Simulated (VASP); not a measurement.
Elastic constants (GPa) of a crystal from LDA (Ceperley-Alder, Perdew-Zunger), VASP's LDA PAW potentials (set 64) (VASP):

```csv
,xx,yy,zz,yz,xz,xy
xx,317.4,172.9,172.9,0.0,0.0,0.0
yy,172.9,317.4,172.9,0.0,0.0,0.0
zz,172.9,172.9,317.4,0.0,0.0,0.0
yz,0.0,0.0,0.0,80.7,0.0,0.0
xz,0.0,0.0,0.0,0.0,80.7,0.0
xy,0.0,0.0,0.0,0.0,0.0,80.7
```

Finite-difference elastic constants of metals are sensitive to mesh and smearing; shear constants can be off by tens of GPa.

Question: Work out the Voigt, Reuss and Hill moduli, Young's modulus and Poisson's ratio.

Answer: All eigenvalues are positive (smallest 80.7 GPa), so the crystal is stable. K_V = (C11+C22+C33+2(C12+C13+C23))/9 = (952.2 + 2×518.7)/9 = 221.1 GPa; G_V = (952.2 − 518.7 + 3×242.1)/15 = 77.3 GPa. From the compliances, K_R = 221.1 GPa and G_R = 77.1 GPa. Hill: K = 221.1 GPa, G = 77.2 GPa, E = 9KG/(3K+G) = 207.5 GPa, ν = (3K−2G)/(2(3K+G)) = 0.344. K/G = 2.86, above Pugh's 1.75; universal anisotropy A^U = 0.01.

Question: With a density of 17.35 g/cm³, what are the mean sound speeds?

Answer: v_l = √((K+4G/3)/ρ) = 4.32 km/s and v_t = √(G/ρ) = 2.11 km/s. The crystal is Ta (space group Im-3m), cubic.

The structure comes from a computed database's Ta entry (Im-3m); how it stands against other phases isn't given here. It was relaxed first.
